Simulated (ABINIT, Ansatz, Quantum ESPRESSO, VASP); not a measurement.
## Code comparison for TeSe2 (C2, 3 atoms in the cell)

Self-consistent single point, at a second geometry (lattice scaled by 0.98). First geometry:

```
CELL_PARAMETERS angstrom
      4.09532    -2.21342     0.00000
      4.09532     2.21342     0.00000
     -0.14833     0.00000     5.35087
ATOMIC_POSITIONS crystal
  Te 0.75378 0.24622 0.50000
  Se 0.01408 0.76786 0.84024
  Se 0.23214 0.98592 0.15976
```

Shared settings, as Ansatz (a first-principles code) writes them: kpoints.mp_grid.grid = 6 6 4; scf.occupations.method = fixed. Potentials and cutoffs stand in the table.

```csv
code,model,ΔF from the first geometry (meV/atom),pressure (GPa),largest force (eV/Å),gap on the mesh (eV),cutoff
VASP,"LDA (PZ), VASP's LDA PAW potentials (set 64)",-30.8,-1.21,0.360,0.767,300 eV
Quantum ESPRESSO,"LDA (PZ), GBRV 1.5 ultrasoft (LDA) pseudopotentials",-30.2,-1.17,0.463,0.770,40 Ry
ABINIT,"LDA (PW92), norm-conserving pseudopotentials (PseudoDojo nc-sr-04 LDA standard)",-32.6,-1.39,0.330,0.772,1170 eV
Ansatz,"LDA (PW92), PAW files made with PBE",-32.8,-1.42,0.314,0.783,default
```

Gaps are read on the mesh.

On Ansatz's run: spin-orbit coupling is off.

The spread over the programs that give each value: ΔF from the first geometry within 2.6 meV/atom; pressure within 0.25 GPa; largest force within 0.149 eV/Å; gap on the mesh within 0.016 eV.

Ansatz's pressure is given at a fixed set of plane waves, as the other plane-wave codes print theirs; with its correction for the finite basis it is -1.39 GPa. The same LDA comes in different parametrisations, which differ slightly. In the force vectors, Quantum ESPRESSO (by 0.118) lies more than 0.08 eV/Å from the median of the plane-wave programs.

VASP's run is marked for a possible Pulay error in its stress at this cutoff; no cutoff test was made.

VASP ran the fixed occupations as a Gaussian smearing of 0.01 eV.

The starting cell comes from a database of computed structures (which also holds hypothetical and non-ambient phases and stackings), without a prior relaxation at this level. Its lattice was rescaled by a random factor within 2.5 % of one. For this run, on top of that: lattice scaled by 0.98.

Left out of this page: GPAW, CP2K, Elk, FLEUR and SIESTA (not drawn, or without a comparable value).

Keys are those of Ansatz 0.2.
